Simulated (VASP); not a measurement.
# MgCd2Te3 (P6/mmm) in VASP: notebook

The runs below take MgCd2Te3 through relaxation of cell and atoms, with PBE.

All numbers are computed with VASP 6.6.1; they aren't measurements. Logs are shortened: lines on timing, memory, paths and dates and some standing lists are left out, and cuts for length are marked.

**1. The structure**

The structure is hexagonal, space group P6/mmm (No. 191). Conventional cell: a = 6.645 Å, b = 6.645 Å, c = 4.310 Å, α = 90.00°, β = 90.00°, γ = 120.00°. Around Mg (site symmetry 6/mmm) lie 6 Cd at 3.84 Å and 12 Te at 3.96 Å and 2 Mg at 4.31 Å. Around Cd (site symmetry -6m2) lie 6 Te at 2.89 Å. Te (site symmetry mmm) is surrounded by 4 Cd at 2.89 Å.

The cell was built by a generator and needn't be a form met in nature.

**2. Relaxation of cell and atoms, PBE**

File INCAR:

```
  ALGO = Fast
  EDIFF = 1E-4
  EDIFFG = -0.08
  ENCUT = 520
  GGA = PE
  IBRION = 2
  ISIF = 3
  ISMEAR = 0
  LASPH = True
  LCHARG = False
  LREAL = False
  LWAVE = False
  NELM = 60
  NSW = 24
  PREC = Normal
  SIGMA = 0.15
```

File KPOINTS:

```
k-points
0
Gamma
  3 3 3
```

File POSCAR:

```
MgCd2Te3
1.0
    6.6449218700      0.0000000000      0.0000000000
   -3.3224609400      5.7546711500      0.0000000000
    0.0000000000      0.0000000000      4.3100164100
Mg Cd Te
1 2 3
Direct
    0.0000000000      0.0000000000      0.0000000000
    0.6666666700      0.3333333300      0.0000000000
    0.3333333300      0.6666666700      0.0000000000
    0.5000000000      0.0000000000      0.5000000000
    0.0000000000      0.5000000000      0.5000000000
    0.5000000000      0.5000000000      0.5000000000
```

Potentials or basis: VASP PAW PBE potentials, release 64 (Mg, Cd, Te).

Command:

```bash
$ cat potpaw_PBE.64/Mg/POTCAR potpaw_PBE.64/Cd/POTCAR potpaw_PBE.64/Te/POTCAR > POTCAR
$ mpirun -np 1 vasp_std > vasp.out
```

OUTCAR:

```text
EDIFF = 1E-4
   EDIFFG = -0.08
   ENCUT = 520
   GGA = PE
   IBRION = 2
   ISIF = 3
   ISMEAR = 0
   LASPH = True
   LREAL = False
   NELM = 60
   NSW = 24
   PREC = Normal

 ion  position               nearest neighbor table
   1  0.000  0.000  0.000-
   2  0.667  0.333  0.000-   5 2.89   5 2.89   4 2.89   4 2.89   6 2.89   6 2.89
   3  0.333  0.667  0.000-   5 2.89   5 2.89   4 2.89   4 2.89   6 2.89   6 2.89
   4  0.500  0.000  0.500-   2 2.89   3 2.89   2 2.89   3 2.89   5 3.32   5 3.32   6 3.32   6 3.32

   5  0.000  0.500  0.500-   2 2.89   3 2.89   2 2.89   3 2.89   6 3.32   6 3.32   4 3.32   4 3.32

   6  0.500  0.500  0.500-   2 2.89   3 2.89   2 2.89   3 2.89   5 3.32   5 3.32   4 3.32   4 3.32

  LATTYP: Found a hexagonal cell.
 ALAT       =     6.6449218700
 C/A-ratio  =     0.6486180717

  Lattice vectors:

 A1 = (   6.6449218700,   0.0000000000,   0.0000000000)
 A2 = (  -3.3224609400,   5.7546711500,   0.0000000000)
 A3 = (   0.0000000000,   0.0000000000,   4.3100164100)

Analysis of symmetry for initial positions (statically):
=====================================================================
 Subroutine PRICEL returns:
 Original cell was already a primitive cell.

 Routine SETGRP: Setting up the symmetry group for a
 hexagonal supercell.

 Subroutine GETGRP returns: Found 24 space group operations
 (whereof 24 operations were pure point group operations)
 out of a pool of 24 trial point group operations.

The static configuration has the point symmetry D_6h.

Analysis of symmetry for dynamics (positions and initial velocities):
=====================================================================
 Subroutine PRICEL returns:
 Original cell was already a primitive cell.

 Routine SETGRP: Setting up the symmetry group for a
 hexagonal supercell.

 Subroutine GETGRP returns: Found 24 space group operations
 (whereof 24 operations were pure point group operations)
 out of a pool of 24 trial point group operations.

The dynamic configuration has the point symmetry D_6h.

 Subroutine INISYM returns: Found 24 space group operations
 (whereof 24 operations are pure point group operations),
 and found     1 'primitive' translations

----------------------------------------------------------------------------------------

                                     Primitive cell

  volume of cell :     164.8122

  direct lattice vectors                    reciprocal lattice vectors
     6.644921870  0.000000000  0.000000000     0.150490859  0.086885938  0.000000000
    -3.322460940  5.754671150  0.000000000     0.000000000  0.173771876  0.000000000
     0.000000000  0.000000000  4.310016410     0.000000000  0.000000000  0.232017678

  length of vectors
     6.644921870  6.644921876  4.310016410     0.173771876  0.173771876  0.232017678

  position of ions in fractional coordinates (direct lattice)
     0.000000000  0.000000000  0.000000000
     0.666666670  0.333333330  0.000000000
     0.333333330  0.666666670  0.000000000
     0.500000000  0.000000000  0.500000000
     0.000000000  0.500000000  0.500000000
     0.500000000  0.500000000  0.500000000

  ion indices of the primitive-cell ions
   primitive index   ion index
                 1           1
                 2           2
                 3           3
                 4           4
                 5           5
                 6           6

----------------------------------------------------------------------------------------

 KPOINTS: k-points

Automatic generation of k-mesh.
 Grid dimensions read from file:
 generate k-points for:    3    3    3

 Generating k-lattice:

  Cartesian coordinates                     Fractional coordinates (reciprocal lattice)
     0.050163620  0.028961979  0.000000000     0.333333333  0.000000000  0.000000000
     0.000000000  0.057923959  0.000000000     0.000000000  0.333333333  0.000000000
     0.000000000  0.000000000  0.077339226     0.000000000  0.000000000  0.333333333

  Length of vectors
     0.057923959  0.057923959  0.077339226

  Shift w.r.t. Gamma in fractional coordinates (k-lattice)
     0.000000000  0.000000000  0.000000000

 Subroutine IBZKPT returns following result:
 ===========================================

 Found      6 irreducible k-points:

 Following reciprocal coordinates:
            Coordinates               Weight
  0.000000  0.000000  0.000000      1.000000
  0.333333  0.000000  0.000000      6.000000
  0.333333  0.333333  0.000000      2.000000
  0.000000  0.000000  0.333333      2.000000
  0.333333  0.000000  0.333333     12.000000
  0.333333  0.333333  0.333333      4.000000
   k-points           NKPTS =      6   k-points in BZ     NKDIM =      6   number of bands    NBANDS=     26
   number of dos      NEDOS =    301   number of ions     NIONS =      6
   total plane-waves  NPLWV =  38400
   dimension x,y,z NGX =    40 NGY =   40 NGZ =   24
   dimension x,y,z NGXF=    80 NGYF=   80 NGZF=   48
   ions per type =               1   2   3
   NGX,Y,Z   is equivalent  to a cutoff of  10.01, 10.01,  9.26 a.u.
   NGXF,Y,Z  is equivalent  to a cutoff of  20.01, 20.01, 18.51 a.u.
 SYSTEM =  unknown system
   PREC   = normal    normal or accurate (medium, high low for compatibility)
   ISTART =      0    job   : 0-new  1-cont  2-samecut
   ICHARG =      2    charge: 1-file 2-atom 10-const
   ISPIN  =      1    spin polarized calculation?
   LNONCOLLINEAR =      F non collinear calculations
   LSORBIT =      F    spin-orbit coupling
   LASPH  =      T    aspherical Exc in radial PAW
   ENCUT  =  520.0 eV  38.22 Ry    6.18 a.u.  12.36 12.36  8.01*2*pi/ulx,y,z
   NELM   =     60;   NELMIN=  2; NELMDL= -5     # of ELM steps
   EDIFF  = 0.1E-03   stopping-criterion for ELM
   LREAL  =      F    real-space projection
   EDIFFG = -.8E-01   stopping-criterion for IOM
   NSW    =     24    number of steps for IOM
   IBRION =      2    ionic relax: 0-MD 1-quasi-New 2-CG
   NFREE  =      1    steps in history (QN), initial steepest desc. (CG)
   ISIF   =      3    stress and relaxation
   ISYM   =      2    0-nonsym 1-usesym 2-fastsym
   POTIM  = 0.5000    time-step for ionic-motion
   TEBEG  =    0.0;   TEEND  =   0.0 temperature during run
   PSTRESS=    0.0 pullay stress
   NELECT =      44.0000    total number of electrons
   NUPDOWN=      -1.0000    fix difference up-down
   EMIN   =  10.00;   EMAX   =-10.00  energy-range for DOS
   EFERMI =   0.00;   METHOD = LEGACY
   ISMEAR =     0;   SIGMA  =   0.15  broadening in eV -4-tet -1-fermi 0-gaus
   EFERMI_NEDOS =   21; number of points for ismear=-14 and -15
   IALGO  =     68    algorithm
   IMIX   =      4    mixing-type and parameters
     AMIX     =   0.40;   BMIX     =  1.00
     AMIX_MAG =   1.60;   BMIX_MAG =  1.00
  volume/ion in A,a.u.               =      27.47       185.37
  Fermi-wavevector in a.u.,A,eV,Ry     =   1.054134  1.992025 15.118782  1.111199
  Thomas-Fermi vector in A             =   2.189283
   LORBIT       =      0    0 simple, 1 ext, 2 COOP (PROOUT), +10 PAW based schemes
   GGA     = PE    functional components
   LHFCALC =     F    Hartree Fock is set to
   AEXX    =    0.0000 exact exchange contribution
   IVDW    =     0    specifies the selected vdW correction
   LEPSILON=     F    determine dielectric tensor
   LRPA    =     F    only Hartree local field effects (RPA)
 conjugate gradient relaxation of ions
 non-spin polarized calculation
 RMM-DIIS sequential band-by-band and
 Gauss-broadening in eV      SIGMA  =   0.15
  energy-cutoff  :      520.00
  volume of cell :      164.81
 maximum number of plane-waves:      4445
   NGX = 25   NGY = 25   NGZ = 17

--------------------------------------- Ionic step        1  -------------------------------------------

 number of electron      43.9999980 magnetization

 Free energy of the ion-electron system (eV)
  ---------------------------------------------------
  ext. energy  EPLUGINS =         0.00000000
  ---------------------------------------------------
  free energy    TOTEN  =       -10.31621421 eV

  energy without entropy =      -10.27413269  energy(sigma->0) =      -10.29517345

------------------------ aborting loop because EDIFF is reached ----------------------------------------

  FORCE on cell =-STRESS in cart. coord.  units (eV):
  Direction    XX          YY          ZZ          XY          YZ          ZX
  --------------------------------------------------------------------------------------
  -------------------------------------------------------------------------------------
  Total        9.4419339      9.4419339     12.4026544     -0.0000000      0.0000000      0.0000000
  in kB       91.7872219     91.7872220    120.5690696     -0.0000001      0.0000000      0.0000000
  external PRESSURE =     101.3811712 kB  Pullay stress =       0.0000000 kB
[... 65 lines left out ...]
  energy  without entropy=      -11.0813214391  energy(sigma->0) =      -11.10677098

--------------------------------------- Ionic step        3  -------------------------------------------

 number of electron      44.0000022 magnetization

 Free energy of the ion-electron system (eV)
  ---------------------------------------------------
  ext. energy  EPLUGINS =         0.00000000
  ---------------------------------------------------
  free energy    TOTEN  =       -11.20703495 eV

  energy without entropy =      -11.15797788  energy(sigma->0) =      -11.18250641

 E-fermi :   3.3254     XC(G=0):  -8.7747

 val. band max:        3.2949052539   @ k =   0.3333   0.3333   0.3333
 cond. band min:       3.3494421467   @ k =   0.3333   0.0000   0.0000
 fundamental gap:      0.0545368928
 Fermi energy:         3.3254326637

 k-point     1 :       0.0000    0.0000    0.0000
  band No.  band energies     occupation
      1      -8.8476      2.00000
      2      -7.0862      2.00000
      3      -7.0862      2.00000
      4      -5.5177      2.00000
      5      -5.4448      2.00000
      6      -5.4448      2.00000
[... 196 lines left out ...]
  FREE ENERGIE OF THE ION-ELECTRON SYSTEM (eV)
  ---------------------------------------------------
  free  energy   TOTEN  =       -11.2070349543 eV

  energy  without entropy=      -11.1579778753  energy(sigma->0) =      -11.18250641

 reached required accuracy - stopping structural energy minimisation
```

It took 32 s on 1 thread of Intel Xeon Platinum 8488C (Sapphire Rapids), shared host; peak memory 0.2 GiB.

Results:

* Free energy: -11.2070 eV
* Relaxed volume: 32.89 Å³/atom
* Relaxed cell: a = 7.017 Å, b = 7.017 Å, c = 4.627 Å, α = 90.00°, β = 90.00°, γ = 120.00°
* Space group after relaxing (to 0.05 Å): P6/mmm (No. 191)
* Energy gained by relaxing: 148.5 meV/atom
* Ionic steps: 3
* Pressure after relaxing: 0.2 GPa
* Band gap on the k mesh: none (metal or under the smearing width)

The path:
```
step  energy change (eV)  largest force (eV/Å)  pressure (GPa)  volume (Å³)
   1              0.0000                0.0000           10.14       164.81
   2             -0.8160                0.0000           -1.82       209.81
   3             -0.8908                0.0000            0.17       197.31
```

Final structure:
```xyz
6
Lattice="7.0171 0.0000 0.0000 -3.5085 6.0770 0.0000 0.0000 0.0000 4.6271" Properties=species:S:1:pos:R:3 pbc="T T T"
Mg    0.0000    0.0000    0.0000
Cd    3.5085    2.0257    4.6271
Cd    0.0000    4.0513    0.0000
Te    3.5085    0.0000    2.3135
Te   -1.7543    3.0385    2.3135
Te    1.7543    3.0385    2.3135
```

Levels at points of the mesh, in eV from the Fermi level:
| k point | band 20 | band 21 | band 22 | band 23 | band 24 | band 25 |
| --- | --- | --- | --- | --- | --- | --- |
| (0.00, 0.00, 0.00) | -0.55 | -0.55 | 0.69 | 0.93 | 0.93 | 2.58 |

Caveat: the k mesh is coarse (spacing up to 0.49 Å⁻¹), so the values aren't converged; the volume moved by over 15 % at a fixed basis, so the end points are rough; the relaxation stopped at a loose force limit of 0.08 eV/Å, so its end isn't a converged minimum.

**3. Relaxation of cell and atoms, PBE**

This run uses another cell than the first one, of 30.30 Å³/atom, 1.103 times its volume.

INCAR is that of step 2.

File KPOINTS:

```
k-points
0
Gamma
  3 3 2
```

File POSCAR:

```
MgCd2Te3
1.0
    2.4187061100     -4.4025708200      0.0000000000
    2.4187061100      4.4025708200      0.0000000000
    0.0000000000      0.0000000000      8.5349863700
Mg Cd Te
1 2 3
Direct
    0.0000000000      0.0000000000      0.5000000000
    0.0000000000      0.5000000000      0.0000000000
    0.5000000000      0.0000000000      0.0000000000
    0.5000000000      0.5000000000      0.7808203500
    0.5000000000      0.5000000000      0.2191796500
    0.5000000000      0.5000000000      0.5000000000
```

Potentials or basis: VASP PAW PBE potentials, release 64 (Mg, Cd, Te).

Command:

```bash
$ cat potpaw_PBE.64/Mg/POTCAR potpaw_PBE.64/Cd/POTCAR potpaw_PBE.64/Te/POTCAR > POTCAR
$ mpirun -np 1 vasp_std > vasp.out
```

It took 4 min on 1 thread of Intel Xeon Platinum 8488C (Sapphire Rapids), shared host; peak memory 0.22 GiB.

The run converged. Its results:

- Free energy: -12.5396 eV
- Relaxed volume: 35.01 Å³/atom
- Relaxed cell: a = 4.475 Å, b = 4.475 Å, c = 10.555 Å, α = 90.00°, β = 90.00°, γ = 96.45°
- Space group after relaxing (to 0.05 Å): Cmmm (No. 65)
- Energy gained by relaxing: 1010.8 meV/atom
- Ionic steps: 22
- Pressure after relaxing: -0.3 GPa
- Largest force after relaxing: 0.045 eV/Å
- Band gap on the k mesh: none (metal or under the smearing width)

Forces in eV/Å, atoms in the order of the input:
```
Mg   0.000  0.000  0.000
Cd   0.000  0.000  0.000
Cd   0.000  0.000  0.000
Te   0.000  0.000  0.045
Te   0.000  0.000 -0.045
Te   0.000  0.000  0.000
```

Stress tensor (GPa, compression positive):
```
-0.28  0.00  0.00
 0.00 -0.35  0.00
 0.00  0.00 -0.15
```

Step by step:
```tsv
step	energy change (eV)	largest force (eV/Å)	pressure (GPa)	volume (Å³)
1	0.0000	7.4913	21.76	181.77
2	-4.5346	0.2912	-3.87	307.57
3	-5.4704	0.3372	-0.60	246.48
4	-5.4722	0.2964	-0.95	249.77
5	-5.4727	0.3110	-0.73	248.30
6	-5.5842	0.2178	-0.51	242.40
7	-5.6661	0.0600	-0.06	235.35
8	-5.6410	0.4194	1.23	220.97
9	-5.6881	0.0957	0.33	229.80
10	-5.7639	0.1498	-0.06	229.45
11	-5.9087	0.1111	-1.26	226.52
12	-5.9278	0.0622	-1.43	225.36
13	-5.9647	0.0544	-1.15	221.71
14	-5.9767	0.0899	0.40	210.34
15	-5.9940	0.0768	-0.30	215.15
16	-6.0059	0.1414	-0.26	214.61
17	-6.0252	0.3485	0.01	212.93
18	-6.0274	0.4447	0.06	212.10
19	-6.0405	0.3586	-0.02	211.82
20	-6.0483	0.1829	-0.07	211.22
21	-6.0626	0.0329	-0.21	210.48
22	-6.0648	0.0450	-0.26	210.05
```

Final structure:
```
Mg Cd Te
1.0
     2.98126   -3.33748    0.00000
     2.98126    3.33748    0.00000
     0.00000    0.00000   10.55524
Mg Cd Te
1 2 3
Direct
  0.00000 0.00000 0.50000
  0.00000 0.50000 0.00000
  0.50000 0.00000 0.00000
  0.50000 0.50000 0.80563
  0.50000 0.50000 0.19437
  0.50000 0.50000 0.50000
```

Levels at points of the mesh, in eV from the Fermi level:
```csv
k point,band 20,band 21,band 22,band 23,band 24,band 25
"(0.00, 0.00, 0.00)",-0.91,-0.77,-0.65,0.43,0.44,1.24
"(0.00, 0.00, 0.50)",-1.77,-0.67,-0.62,-0.46,1.25,1.47
```

Caveat: the k mesh is coarse (spacing up to 0.49 Å⁻¹), so the values aren't converged; the volume moved by over 15 % at a fixed basis, so the end points are rough; the relaxation stopped at a loose force limit of 0.08 eV/Å, so its end isn't a converged minimum. Spin-orbit coupling is left out, which matters for the levels of Te.
